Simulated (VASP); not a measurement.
Calculation: PBE GGA with D4 dispersion, VASP's PBE PAW potentials (set 64) (plane waves; VASP).

VASP input:

### INCAR
```
SYSTEM = Na
PREC = Accurate
ENCUT = 520
EDIFF = 1E-7
NELM = 100
ALGO = Normal
LREAL = .FALSE.
LASPH = .TRUE.
ISMEAR = -5
GGA = PE
IVDW = 13
LWAVE = .FALSE.
LCHARG = .TRUE.
LORBIT = 11
NEDOS = 601
ISIF = 2
```

**KPOINTS**
```
Automatic
0
G
14 14 14
0 0 0
```

### POSCAR
```
Na
1
   -2.0928184790     2.0928184790     2.0928184790
    2.0928184790    -2.0928184790     2.0928184790
    2.0928184790     2.0928184790    -2.0928184790
Na
1
Direct
  0.0000000000   0.0000000000   0.0000000000
```

POTCAR, in this order: Na_pv (PBE.64 set). Program: vasp_std.

The run wrote:

OSZICAR:
```
       N       E                     dE             d eps       ncg     rms          rms(c)
DAV:   1     0.199400955470E+02    0.19940E+02   -0.39590E+03  1463   0.840E+02
DAV:   2    -0.909517896573E+00   -0.20850E+02   -0.20838E+02  1533   0.138E+02
DAV:   3    -0.130874493676E+01   -0.39923E+00   -0.39922E+00  1960   0.273E+01
DAV:   4    -0.131162075536E+01   -0.28758E-02   -0.28758E-02  1708   0.198E+00
DAV:   5    -0.131166211740E+01   -0.41362E-04   -0.41364E-04  1967   0.206E-01    0.205E-01
DAV:   6    -0.131124521571E+01    0.41690E-03   -0.54718E-04  1736   0.373E-01    0.138E-01
DAV:   7    -0.131095720796E+01    0.28801E-03   -0.11139E-03  1680   0.449E-01    0.160E-02
DAV:   8    -0.131095014764E+01    0.70603E-05   -0.47838E-05  1764   0.156E-01    0.217E-03
DAV:   9    -0.131095032254E+01   -0.17490E-06   -0.20242E-07  1680   0.600E-03    0.993E-04
DAV:  10    -0.131095025936E+01    0.63187E-07   -0.59508E-08  1540   0.339E-03
   1 F= -.13248915E+01 E0= -.13248915E+01  d E =0.000000E+00
```

### OUTCAR
```
------------------------ aborting loop because EDIFF is reached ----------------------------------------
  Edisp (eV):   -0.01394
  FORCE on cell =-STRESS in cart. coord.  units (eV):
  Direction    XX          YY          ZZ          XY          YZ          ZX
  --------------------------------------------------------------------------------------
  Total       0.00059     0.00059     0.00059     0.00000     0.00000    -0.00000
  in kB       0.02573     0.02573     0.02573     0.00000     0.00000    -0.00000
  external pressure =        0.03 kB  Pullay stress =        0.00 kB
  volume of cell :       36.67
      direct lattice vectors                 reciprocal lattice vectors
    -2.092818479  2.092818479  2.092818479     0.000000000  0.238912264  0.238912264
     2.092818479 -2.092818479  2.092818479     0.238912264  0.000000000  0.238912264
     2.092818479  2.092818479 -2.092818479     0.238912264  0.238912264  0.000000000
 POSITION                                       TOTAL-FORCE (eV/Angst)
 -----------------------------------------------------------------------------------
      0.00000      0.00000      0.00000        -0.000000     -0.000000      0.000000
 -----------------------------------------------------------------------------------
    total drift:                                0.000000      0.000000      0.000000
  FREE ENERGIE OF THE ION-ELECTRON SYSTEM (eV)
  ---------------------------------------------------
  free  energy   TOTEN  =        -1.3248914839 eV

  energy  without entropy=       -1.3248914839  energy(sigma->0) =       -1.32489148

 total charge

# of ion       s       p       d       tot
------------------------------------------
    1        0.099   5.964   0.000   6.063
```
(Selected blocks of OUTCAR.)

For a metal the tetrahedron method with Blöchl corrections gives inexact stress and forces.

The compound is Na in the bcc structure. It was relaxed first, which changed the volume by -5 %.
